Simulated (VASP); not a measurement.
Energy against volume of BAs (zinc blende). Computed with HSE06 screened hybrid, VASP's PBE PAW potentials (set 64) (plane waves; VASP). Run with 520 eV cut-off, 8×8×8 Γ-centred mesh, Gaussian smearing of 0.050 eV, potentials B As.

```csv
V (Å³/atom),E (eV/atom)
12.710,-6.61689
13.129,-6.63787
13.547,-6.64488
13.966,-6.63986
```

Fit these four points and predict the energy of the run at 14.385 Å³/atom.

A cubic in V^(−2/3), the third-order Birch-Murnaghan form, passes through the four points with V0 = 13.57 Å³/atom and B0 = 148 GPa, and gives -6.6244 eV/atom there. The run gave -6.6246 eV/atom, -0.2 meV/atom from the fit; all five points give B0 = 147 GPa.

The compound is BAs in the zinc blende structure. It was relaxed first. The cell's shape comes from a PBE relaxation.
